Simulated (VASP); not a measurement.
Given:

```xyz
4
Lattice="3.0924 0.0000 0.0000 -1.5462 2.6781 0.0000 0.0000 0.0000 9.5840" Properties=species:S:1:pos:R:3 pbc="T T T"
W      0.0000     1.7854     0.4482
W      1.5462     0.8927     5.2402
Sb     0.0000     1.7854     3.1458
Sb     1.5462     0.8927     7.9378
```

Level of theory: PBEsol GGA, VASP's PBE PAW potentials (set 64) (plane waves; VASP). Run with 400 eV cut-off, 13×13×4 Γ-centred mesh, tetrahedra with Blöchl corrections, potentials W_sv Sb.

Unless said otherwise, spin-orbit coupling is left out, though it shifts the bands of the heavy elements here.

Task: Predict the energy per atom (σ→0), band gap (on the k-mesh) with the smallest direct gap where there is one.

Result: 
* **band gap (on the k-mesh)**: none (metal, semimetal or under 0.01 eV)
* **energy per atom (σ→0)**: -8.313 eV/atom

The structure was generated: WSb was put into the wurtzite type (P6_3mc), which need not be its known phase. It was relaxed first, which changed the volume by -53 %.
